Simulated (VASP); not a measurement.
Runs of VASP 6.6.1 on TaWC2. It takes space group R-3m (No. 166, trigonal). The conventional cell has a = 3.144 Å, b = 3.144 Å, c = 15.305 Å, α = 90.00°, β = 90.00°, γ = 120.00°. W (site symmetry -3m) has 6 C at 2.21 Å as nearest neighbours. Ta (site symmetry -3m) is surrounded by 6 C at 2.23 Å. C (site symmetry 3m) has 3 W at 2.21 Å and 3 Ta at 2.23 Å as nearest neighbours. The cell comes from a database or a generator and needn't be the stable form of this composition.

```tsv
task	level	potentials or basis	spin	k mesh	cutoff (eV)	ladder	pressure (GPa)	largest force (eV/Å)
band structure	PBE	VASP PAW PBE potentials, release 64 (W_sv, Ta_pv, C_h)	off	7 × 7 × 7	900	-	-1.9	0.04
band structure	LDA	VASP PAW LDA potentials, release 64 (W_sv, Ta_pv, C)	off	7 × 7 × 7	520	-	-14.8	0.06
band structure	PBE	VASP PAW PBE potentials, release 54 (W_sv, Ta_pv, C)	off	7 × 7 × 7	900	-	-1.8	0.04
single point	PBEsol	VASP PAW PBE potentials, release 64 (W_sv, Ta_pv, C)	off	10 × 10 × 10	520	free	(a)	(b)
band structure	PBE	VASP PAW PBE potentials, release 54 (W, Ta, C)	off	7 × 7 × 7	900	-	-2.9	0.04
band structure	PBE	VASP PAW PBE potentials, release 64 (W_sv_GW, Ta_sv_GW, C_GW)	off	7 × 7 × 7	900	-	-2.6	0.04
band structure	LDA	VASP PAW LDA potentials, release 64 (W_sv, Ta_pv, C)	SOC, no magnetisation	7 × 7 × 7	520	-	-14.1	0.04
band structure	PBE	VASP PAW PBE potentials, release 64 (W_sv, Ta_pv, C_s)	off	7 × 7 × 7	900	-	-1.7	0.04
```

Alike in all rows: cell as given; smearing fermi-dirac 0.05 eV.

Q: Fill in the values left out.

A: (a) -10.0; (b) 0.09.

Caveats: the cutoff is under 1.25 times the usual one of these potentials, so pressure, stress and relaxed cells hold a basis-set (Pulay) error (some runs); the PAW data sets were made with another functional, which shifts forces and pressure a little (some runs).

Not every run made on this cell is shown here.
